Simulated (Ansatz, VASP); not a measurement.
# SbAs in two plane-wave programs

Aim: how closely do two programs agree when they are given the same cell, functional and k mesh? The cell is taken from a series of runs on this material, whose earlier steps may have relaxed, scaled, displaced or heated it; both programs get it as it stands.

Calculated with Ansatz 0.2.0; plane waves, with VASP 6.6.1 beside it; zone-centre phonons at PBEsol with D3(BJ).

**1. Set-up**

The structure is trigonal, space group R3m (No. 160). The conventional cell has a = 4.010 Å, b = 4.010 Å, c = 10.218 Å, α = 90.00°, β = 90.00°, γ = 120.00°. Sb has 6 As at 2.72 to 3.05 Å nearest. Nearest to As lie 6 Sb at 2.72 to 3.05 Å. Farther neighbours are not listed.

**2. Ansatz: zone-centre phonons, PBEsol with D3(BJ)**

Ansatz runs on its default PAW (the set named soft_2) files.

Second derivatives magnify differences that forces hide, and they need a tight electronic threshold.

Contents of input.yaml:

```yaml
crystal:
  lattice:
    - [2.0048753322, 1.1575153127, 3.406055134]
    - [-2.0048753322, 1.1575153127, 3.406055134]
    - [0.0, -2.3150306255, 3.406055134]
  atoms:
    - { symbol: Sb, position: [0.2365165726, 0.2365165726, 0.2365165726] }
    - { symbol: As, position: [0.7634814274, 0.7634814274, 0.7634814274] }
kpoints:
  mp_grid: { grid: [15, 15, 15] }
hamiltonian:
  xc: pbesol
  dispersion: d3bj
scf:
  occupations: { method: methfessel_paxton, width: 0.2 }
output:
  eigenvalues: true
phonons:
  method: dfpt
```

Started as:

```sh
$ ansatz run input.yaml --threads 8 --pin off --max-ram 14336MiB --backend cpu --events-out ev --progress --plain --runs-dir out
```

Numbers of over 12 decimals in the logs are rounded to 6 here.

The program printed:

```text
Engine: ansatz 0.2.0, x86_64-unknown-linux-gnu
Pseudopotentials: kind: paw
Pseudopotential: Sb, paw, valence charge 15, recommended cutoff 420 eV (normal), Sb.paw.azcp
Pseudopotential: As, paw, valence charge 15, recommended cutoff 420 eV (normal), As.paw.azcp
Functional definition: PBEsol
  exchange = pbesol_x
  correlation = pbesol_c
Crystal: 2 atoms, lattice volume = 47.426 Å³
Basis set: ecut = 420 eV, 935 PW (Γ), exchange–correlation on 60×60×60 points (8 copies of the dense FFT grid, shifted against one another)
Bands: 19, of which v1, the nominal top of the filled ones, is band 15 counted from 1 (14 counted from 0)
Symmetry: 6 space group operations
k-points: 904 of 3375 (irreducible under 2 space group operations, time reversal used)
Non-local potential: Sb, projectors of the file, l = 0: 2, l = 1: 2, l = 2: 2, l = 3: 2
Non-local potential: As, projectors of the file, l = 0: 2, l = 1: 2, l = 2: 3, l = 3: 1
PAW form: soft (Blöchl's): semilocal exchange-correlation on the pseudo side does not see the compensation charge
PAW frozen core: Sb, regenerated for the run's functional, and the local potential with it (the file was generated under x = pbe(κ = 0.804, μ = 0.219515), c = pbe(β = 0.066725))
PAW frozen core: As, regenerated for the run's functional, and the local potential with it (the file was generated under x = pbe(κ = 0.804, μ = 0.219515), c = pbe(β = 0.066725))
PAW one-centre angular grid: Sb, 590 points (default); XC on 64 Gauss nodes
PAW one-centre angular grid: As, 590 points (default); XC on 64 Gauss nodes
Initial density: superposition of atomic densities (neutral atoms: chi_scale 0, normalization atom), corrected by the library's trained network
Initial wavefunctions: pseudopotential atomic-orbital guess
Functional: x = pbesol(κ = 0.804, μ = 0.123457), c = pbesol(β = 0.046)
SCF iter   1: F=—  HF=-11221.999513 eV  |F-HF|=—  |Δ(HF+E_count)|=         —  Δρ=3.46e-3  dr2=8.48e-3  ethr=1.77e-3  ⟨swp⟩=5.2  Hψ=80688  notcnv=0
preconditioner: auto → Kerker (q_TF=auto, 2.528 Å⁻¹)  [metal: Δε(μ)=0.068 eV  Ē_g=9.687 eV  σ=0.200 eV  W_gap=0.28  n_scr=14 (ndim 8)  ℏωp=17.1 eV  f_vac=0.000  D(μ)=0.19/eV (n_scr^D=0)]
SCF iter   2: F=—  HF=-11221.996331 eV  |F-HF|=—  |Δ(HF+E_count)|=   3.18e-3  S|Δr|=    0.00e0  Δρ=1.93e-3  dr2=2.06e-3  ethr=2.83e-5  ⟨swp⟩=2.4  Hψ=37313  notcnv=0
SCF iter   3: F=—  HF=-11221.995807 eV  |F-HF|=—  |Δ(HF+E_count)|=   5.24e-4  S|Δr|=    0.00e0  Δρ=5.07e-4  dr2=1.87e-4  ethr=6.86e-6  ⟨swp⟩=3.0  Hψ=31570  notcnv=0
SCF iter   4: F=—  HF=-11221.995765 eV  |F-HF|=—  |Δ(HF+E_count)|=   4.12e-5  S|Δr|=    0.00e0  Δρ=2.17e-4  dr2=1.86e-5  ethr=6.23e-7  ⟨swp⟩=2.3  Hψ=28647  notcnv=0
SCF iter   5: F=—  HF=-11221.995768 eV  |F-HF|=—  |Δ(HF+E_count)|=   2.16e-6  S|Δr|=    0.00e0  Δρ=6.61e-5  dr2=2.29e-6  ethr=6.19e-8  ⟨swp⟩=2.0  Hψ=26223  notcnv=0
SCF iter   6: F=—  HF=-11221.995767 eV  |F-HF|=—  |Δ(HF+E_count)|=   6.61e-7  S|Δr|=    0.00e0  Δρ=2.57e-5  dr2=4.39e-7  ethr=7.63e-9  ⟨swp⟩=2.0  Hψ=30743  notcnv=0
SCF iter   7: F=—  HF=-11221.995767 eV  |F-HF|=—  |Δ(HF+E_count)|=  5.71e-10  S|Δr|=    0.00e0  Δρ=8.45e-6  dr2=5.62e-8  ethr=1.46e-9  ⟨swp⟩=2.7  Hψ=31124  notcnv=0
SCF iter   8: F=—  HF=-11221.995767 eV  |F-HF|=—  |Δ(HF+E_count)|=   3.25e-9  S|Δr|=    0.00e0  Δρ=1.55e-6  dr2=1.63e-9  ethr=1.87e-10  ⟨swp⟩=2.6  Hψ=29978  notcnv=0
SCF iter   9: F=—  HF=-11221.995767 eV  |F-HF|=—  |Δ(HF+E_count)|=  4.00e-11  S|Δr|=    0.00e0  Δρ=4.16e-7  dr2=1.23e-10  ethr=5.43e-12  ⟨swp⟩=2.0  Hψ=21716  notcnv=0
SCF iter  10: F=—  HF=-11221.995767 eV  |F-HF|=—  |Δ(HF+E_count)|=  1.27e-11  S|Δr|=    0.00e0  Δρ=1.52e-7  dr2=1.48e-11  ethr=1.00e-12  ⟨swp⟩=2.2  Hψ=26494  notcnv=0
SCF iter  11: F=-11221.995767 eV  HF=-11221.995767 eV  |F-HF|=3.64e-12  |Δ(HF+E_count)|=  5.46e-12  S|Δr|=    0.00e0  Δρ=5.98e-8  dr2=3.09e-12  ethr=1.00e-12  ⟨swp⟩=5.0  Hψ=66293  notcnv=0
SCF 1 converged in 11 iterations: F = -11221.995767 eV  dr2 = 3.09e-12
  greatest PAW one-centre occupation: 0.999 electrons in one spin orbital (limit 2), on the As atom at site 1 (counted from 0), in its partial waves of l = 2
DFPT response loops at Γ: preconditioner auto → Kerker (q_TF=auto, 2.528 Å⁻¹) (partly filled bands, converged f_vac=0.000); β = 1.00, the filter's whole step (`scf.mixing.beta` (0.50) is not read by the response loops under this deck's `scf.mixing.preconditioner`; to damp them name `kerker` or `kerker_dos`, under which they read `scf.mixing.beta`, and type it under 1.00, their step now; both keys bind the ground state too); Broyden in place of MSR1
SCF converged after 11 iterations
Stability not checked: this state was not tested for a lower state beside it, because cold or Methfessel-Paxton smearing, or corrected tetrahedra, fill the levels in a way that the test cannot read (fill_not_monotonic; see scf.lower_state_search)
Free energy (F): -11221.995767 eV
Harris-Foulkes:  -11221.995767 eV  (|F-HF|=3.64e-12)
Internal energy: -11221.997264 eV  (E = F + TS)
E sigma→0 (E₀):  -11221.996141 eV
Entropy (-TS):   0.001497 eV (0.748 meV/atom)
Fermi energy:    11.463800 eV
Step filling:    the computed levels leave a gap of 0.0307 eV = 0.2 smearing widths at the electron count; against every level under it full and every level over it empty, smearing changes F+E_penalty+E_count by +0.430 meV and its σ→0 estimate by +0.056 meV
--- Per-component energies (eV) ---
  E_band       = -369.614092
  E_kinetic    = 311.724527
  E_local      = -3126.633810  (includes V_loc(G=0)·N_el)
  E_nonlocal   = -304.254662
  E_hartree    = 1594.279205
  E_xc         = -217.214008
  E_vxc        = -177.177843  (∫ρ·V_xc dr)
  E_paw        = -6291.994101  (= ΣΔE_a)
  E_vpaw       = -261.830695  (= ΣTr[D̂ρ^β])
  E_aug_tail   = 0.000006  (compensation charges beyond the density's cutoff)
  E_ewald      = -3188.309497
  E_disp       = -0.893211  (pairwise vdW)
  E_core_change = 1.298286  (= ΣΔE_core)
  E_smearing   = 0.001497  (= −TS)
  E_closure    = -0.000000  (closes the sum)
  Σ components = -11221.995767   (vs F -11221.995767, Δ=0.00e0)
--- Band table (eV; the first three rows and the last of 904) ---
  k-point 0: bands = [... 11 lower, 6.6514, 9.2959, 9.4684, 9.4684, 14.3056, 14.8836, 14.8836, 17.0071]
  k-point 1: bands = [... 11 lower, 6.3410, 9.3157, 9.4606, 9.6293, 14.2289, 14.6993, 14.7097, 16.7622]
  k-point 2: bands = [... 11 lower, 5.6051, 9.3274, 9.4428, 9.9776, 13.9484, 14.2125, 14.2579, 16.5107]
  k-point 903: bands = [... 11 lower, 1.4922, 9.1438, 9.7782, 10.9885, 11.8185, 11.8253, 13.4218, 19.3370]
--- Phonons (Γ-DFPT): 4 representative perturbations + reference, on 904 of 3375 k-points (Σ response iterations 12) ---
  k mesh reduced under 2 symmetry operations, with k and −k counted as one. Each operation leaves every solved perturbation unchanged. A smaller set is not used because it would not reduce the number of displacements times k-points to solve
  ASR residual: 3.149e-5 → 0.000e0 eV/Å²; symmetrization residual: 3.144e-5 eV/Å²
  pairwise dispersion correction: d3bj (s6 = 1.0, s8 = 2.9491, a1 = 0.4466, a2_bohr = 6.1742), with the weights of each atom's references fixed at the reference crystal's, and the forces and stress that the weights' published response gives there kept as a pressure on the atom's counted neighbours (hamiltonian.dispersion)
  ASR residual per site (eV/Å²): 3.15e-5 2.57e-5
  Γ frequencies (cm⁻¹): 0.00 0.00 0.00 108.90 108.90 165.88
  non-analytic LO–TO correction: not included (Born effective charges unavailable; polar crystals: no LO–TO splitting at Γ)
```

Reading the cycles: dr2 is the Hartree energy of the density residual (eV), the measure of convergence; HF is the Harris–Foulkes estimate of the energy, which meets the free energy F at convergence.

**3. VASP: zone-centre phonons, PBEsol with D3(BJ)**

The same cell, functional, mesh and smearing now go to VASP, with its own data sets.

Lines of VASP's logs that name or quote its potential files are left out, and so is its time.

Contents of INCAR:

```
SYSTEM = SbAs
PREC = Accurate
ENCUT = 500
EDIFF = 1E-08
NELM = 120
ISMEAR = 1
SIGMA = 0.2
LREAL = .FALSE.
ALGO = Normal
GGA = PS
IVDW = 12
NBANDS = 11
LORBIT = 11
LWAVE = .FALSE.
LCHARG = .FALSE.
ISIF = 2
IBRION = 6
NFREE = 2
POTIM = 0.015
NSW = 1
LASPH = .TRUE.
GGA_COMPAT = .FALSE.
KPAR = 2
```

Contents of POSCAR:

```
SbAs
1.0
    2.0048753322      1.1575153127      3.4060551340
   -2.0048753322      1.1575153127      3.4060551340
    0.0000000000     -2.3150306255      3.4060551340
Sb As
1 1
Direct
    0.2365165726      0.2365165726      0.2365165726
    0.7634814274      0.7634814274      0.7634814274
```

Contents of KPOINTS:

```
Automatic mesh
0
Gamma
15 15 15
0 0 0
```

Potentials, in the order of the species: Sb and As (PBE family, release 64).

Started as:

```sh
$ mpirun -np 2 vasp_std
```

The program printed:

```text
[banner, memory and clock lines left out]
running    2 mpi-ranks, on    1 nodes
 distrk:  each k-point on    1 cores,    2 groups
 distr:  one band on    1 cores,    1 groups

 POSCAR found type information on POSCAR SbAs
 POSCAR found :  2 types and       2 ions
|                                                                             |
|               ----> ADVICE to this user running VASP <----                  |
|                                                                             |
|     You enforced a specific xc type in the INCAR file but a different       |
|     [... a line on the potential file left out ...]
|     I HOPE YOU KNOW WHAT YOU ARE DOING!                                     |
|                                                                             |

 LDA part: xc-table for (Slater+PW92), standard interpolation
 POSCAR, INCAR and KPOINTS ok, starting setup
 FFT: planning ... GRIDC
 FFT: planning ... GRID_SOFT
 FFT: planning ... GRID
 WAVECAR not read
 entering main loop
       N       E                     dE             d eps       ncg     rms          rms(c)
DAV:   1     0.324581447770E+02    0.32458E+02   -0.38450E+03  7568   0.719E+02
DAV:   2    -0.782643537817E+01   -0.40285E+02   -0.38977E+02 10263   0.114E+02
DAV:   3    -0.972340517714E+01   -0.18970E+01   -0.18816E+01  9198   0.278E+01
DAV:   4    -0.973801702099E+01   -0.14612E-01   -0.14607E-01  8588   0.281E+00
DAV:   5    -0.973813343682E+01   -0.11642E-03   -0.11642E-03  8823   0.280E-01    0.331E+00
DAV:   6    -0.967248083321E+01    0.65653E-01   -0.20777E-01  8042   0.162E+00    0.201E+00
DAV:   7    -0.966628788051E+01    0.61930E-02   -0.32325E-02  8783   0.860E-01    0.681E-01
DAV:   8    -0.966495704105E+01    0.13308E-02   -0.38668E-03  8081   0.298E-01    0.834E-02
DAV:   9    -0.966493877406E+01    0.18267E-04   -0.53890E-04  8336   0.126E-01    0.467E-02
DAV:  10    -0.966493798773E+01    0.78632E-06   -0.24874E-05  8960   0.328E-02    0.221E-02
DAV:  11    -0.966493659596E+01    0.13918E-05   -0.15028E-05  8186   0.160E-02    0.396E-03
DAV:  12    -0.966493644263E+01    0.15334E-06   -0.10724E-06  8459   0.644E-03    0.312E-03
DAV:  13    -0.966493646518E+01   -0.22551E-07   -0.39309E-08  8789   0.122E-03    0.142E-03
DAV:  14    -0.966493648302E+01   -0.17837E-07   -0.18677E-08  5083   0.558E-04    0.310E-04
DAV:  15    -0.966493648767E+01   -0.46519E-08   -0.31287E-09  4108   0.308E-04
   1 F= -.10557890E+02 E0= -.10558400E+02  d E =0.152841E-02
[... from here on, the cycles between the ionic steps are left out ...]
   2 F= -.10557644E+02 E0= -.10558153E+02  d E =0.152669E-02
   3 F= -.10557644E+02 E0= -.10558153E+02  d E =0.152669E-02
   4 F= -.10558107E+02 E0= -.10558614E+02  d E =0.152172E-02
   5 F= -.10556578E+02 E0= -.10557080E+02  d E =0.150610E-02
   6 F= -.10557644E+02 E0= -.10558153E+02  d E =0.152668E-02
   7 F= -.10557644E+02 E0= -.10558153E+02  d E =0.152669E-02
   8 F= -.10556577E+02 E0= -.10557079E+02  d E =0.150610E-02
 Finite differences progress:
  Degree of freedom:   4/  4
  Displacement:        1/  2
  Total:               7/  8
 bond charge predicted
       N       E                     dE             d eps       ncg     rms          rms(c)
DAV:   1    -0.966416094910E+01   -0.57267E-03   -0.40943E-01  7646   0.344E+00    0.145E-01
DAV:   2    -0.966522883174E+01   -0.10679E-02   -0.12386E-02  8549   0.732E-01    0.436E-02
DAV:   3    -0.966519515845E+01    0.33673E-04   -0.93532E-05  8725   0.691E-02    0.207E-02
DAV:   4    -0.966518671294E+01    0.84455E-05   -0.16765E-05  8648   0.230E-02    0.606E-03
DAV:   5    -0.966518644662E+01    0.26632E-06   -0.87972E-07  8542   0.607E-03    0.279E-03
DAV:   6    -0.966518634241E+01    0.10421E-06   -0.14183E-07  8687   0.215E-03    0.269E-04
DAV:   7    -0.966518634114E+01    0.12751E-08   -0.98965E-09  4870   0.673E-04
   9 F= -.10558107E+02 E0= -.10558614E+02  d E =0.152173E-02
 Finite differences progress:
  Degree of freedom:   4/  4
  Displacement:        2/  2
  Total:               8/  8
```

(Continued in part 2 of 2.)

[Lines on the potential files, build, host, timing and source positions are cut from VASP's logs without a mark.]

[Logs are printed without paths, hosts, clocks, repeated set-up lines and the standing remarks that a program may print on its own settings, such as how far it seeks lower states.]

[Hosts, paths, dates, database ids (printed as entryN), source tags and the programs' standing remarks are cut or masked in the printed files.]
